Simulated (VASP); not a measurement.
A convergence study with VASP on CdTe (zinc blende): one setting is varied, all else stays as given below, so the limit is that of these other settings.

```xyz
2
Lattice="0.0000 3.2400 3.2400 3.2400 0.0000 3.2400 3.2400 3.2400 0.0000" Properties=species:S:1:pos:R:3 pbc="T T T"
Cd     0.0000     0.0000     0.0000
Te     1.6200     1.6200     1.6200
```

Calculation: PBE GGA, VASP's PBE PAW potentials (set 64) (plane waves; VASP). The tightest run used: 550 eV cut-off, 16×16×16 Γ-centred mesh, Gaussian smearing of 0.050 eV, potentials Cd Te.

The reference is 16×16×16 mesh, which took about 90 core-seconds. The timings are rough (shared machines, no repeats); factors under 2 mean little.

**Question.** Of the settings 1×1×1 mesh; 2×2×2 mesh; 3×3×3 mesh; 4×4×4 mesh; 5×5×5 mesh; 6×6×6 mesh; 7×7×7 mesh; 8×8×8 mesh; 9×9×9 mesh; 10×10×10 mesh; 11×11×11 mesh; 12×12×12 mesh; 13×13×13 mesh; 14×14×14 mesh; 15×15×15 mesh; 16×16×16 mesh, which is the lowest that keeps the difference from the reference in E (eV/atom) within 0.002 from there on, and what does it cost?

**Answer.** 7×7×7 mesh; its cost over the reference is about 1/6.
| setting | difference in E (eV/atom) | cost over the reference |
|---|---|---|
| 1×1×1 mesh | 5.9819 | about 1/20 |
| 2×2×2 mesh | 0.6379 | about 1/20 |
| 3×3×3 mesh | 0.1257 | about 1/20 |
| 4×4×4 mesh | 0.0317 | about 1/10 |
| 5×5×5 mesh | 0.0094 | about 1/10 |
| 6×6×6 mesh | 0.0032 | about 1/7 |
| 7×7×7 mesh | 0.0012 | about 1/6 |
| 8×8×8 mesh | 0.0005 | about 1/4 |
| 9×9×9 mesh | 0.0002 | about 1/4 |
| 10×10×10 mesh | 0.0001 | about 1/3 |
| 11×11×11 mesh | 0.0001 | about 1/2 |
| 12×12×12 mesh | 0.0000 | within a factor of 2 |
| 13×13×13 mesh | 0.0000 | within a factor of 2 |
| 14×14×14 mesh | 0.0000 | within a factor of 2 |
| 15×15×15 mesh | 0.0000 | within a factor of 2 |
| 16×16×16 mesh | 0.0000 | reference |

Left out are rungs that failed or repeat a setting and relaxations that didn't move; long series are thinned to 24 rows.

The compound is CdTe in the zinc blende structure. The cell was not relaxed at this level.
